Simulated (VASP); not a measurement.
Here is the system:

```
Mo
1.0
   -1.61529     1.61529     1.61529
    1.61529    -1.61529     1.61529
    1.61529     1.61529    -1.61529
Mo
1
Direct
  0.00000   0.00000   0.00000
```

The numbers are results of vdW-DF2, VASP's PBE PAW potentials (set 64) (plane waves; VASP 6.6.1), not measurements. Numerical set-up: 520 eV cut-off, Gaussian smearing of 0.050 eV, potentials Mo_sv.

Q: Give the energies of bands 5 to 10 at the high-symmetry points, in eV from the Fermi level.

A: 
```
band      Γ      H      N      P
----  -----  -----  -----  -----
5     -6.85  -4.84  -4.84  -2.43
6     -1.28  -4.84  -3.08  -2.43
7     -1.28   3.44   1.47  -2.43
8     -1.28   3.44   1.53   2.14
9      1.50   3.44   2.04   2.14
10     1.50   8.66   4.10   8.89
```

It has no gap at this level: it comes out as a metal or semimetal.

The compound is Mo in the bcc structure. It was relaxed first, which changed the volume by +8 %.
